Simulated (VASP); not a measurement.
Input:

```
CELL_PARAMETERS angstrom
      2.85630     0.00000     0.00000
      0.00000     2.85630     0.00000
      0.00000     0.00000     2.85630
ATOMIC_POSITIONS crystal
  Zn 0.50000 0.50000 0.50000
  Cu 0.00000 0.00000 0.00000
```

These are PBE GGA, VASP's PBE PAW potentials (set 64) (plane waves; VASP) values and carry that method's errors. Run with 300 eV cut-off, 11×11×11 Γ-centred mesh, Fermi-Dirac smearing of 0.10 eV, potentials Zn Cu.

At this cut-off the stress carries a Pulay error, which pulls relaxed volumes low.

Task: Give the stress tensor in GPa (positive for a compressed cell).

Result: 
```
15.56   0.00   0.00
 0.00  15.56   0.00
 0.00   0.00  15.56
```
The pressure is its mean diagonal, 15.56 GPa.

The structure comes from a computed database's ZnCu entry; how it stands against other phases isn't given here. The cell was not relaxed at this level. The electron count is odd and the run is not spin-polarised, which forces a metal.
